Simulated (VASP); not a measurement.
## KCl: band gap against strain

KCl (rock salt, Fm-3m, 30.535 Å³/atom and stress up to 0.03 GPa in the relaxed cell, cube axes along x, y and z) under an equal strain ε along all three axes. PBEsol in VASP (plane waves, PAW), 480 eV, 8×8×8 Γ-centred mesh, Gaussian smearing 0.05 eV; ions are relaxed, or left where forces stay under 0.02 eV/Å, within the symmetry of each cell. Gaps are the smallest on the run's k-mesh, which can miss an edge that lies off it, without spin-orbit coupling; in all rows the valence edge lies at Γ and the conduction edge at Γ.

Here s stands for strain and Eg for gap.

| strain (%) | gap (eV) |
|---|---|
| -3.00 | ? |
| -1.50 | 5.237 |
| -1.00 | 5.185 |
| -0.50 | 5.135 |
| 0.00 | 5.086 |
| 0.50 | 5.038 |
| 1.00 | 4.991 |
| 1.50 | 4.946 |

The 7 complete rows are fitted with a straight line, Eg against s. Means: s 0, Eg 5.0883. About the means, the sum of products is -0.67900 and the sum of squares of s is 7.0000; the slope is their ratio. Least squares gives Eg = 5.0883 - 0.09700·s. Residuals (row less fit): 0.0032, -0.0003, -0.0018, -0.0023, -0.0018, -0.0003, 0.0032; standard error 0.0025 (degrees of freedom: 5). Over these rows the gap moves by -9.70 ± 0.10 eV per unit strain, or -3.2 eV per unit of ln V.

Q: Estimate the missing Eg (s = -3.00); what did the run itself give?

A: Eg = 5.0883 - 0.09700 × (-3.0) = 5.3793 eV. The calculation gives 5.399 eV, 0.0197 eV above the prediction (4.3 % of the range of Eg in the table). The row lies outside the fitted rows, so this is an extrapolation. From the scatter of the fitted rows alone, a prediction at this place has a standard error of 0.0040 eV, so the miss is 4.9 times that.

A polynomial of degree 2 through the 12 other runs of the series gives 5.399 there, so most of the miss is curvature that the fit leaves out. Other structures, which can take over under pressure, weren't tried. Rows are the converged runs of the series near zero and its far end, less any whose ions stayed unrelaxed beside relaxed ones; series whose fitted rows scatter by over a few per cent of the range, as at a crossing or softening among them, aren't shown in this form. Most that stay on the fit to the last digits aren't either.
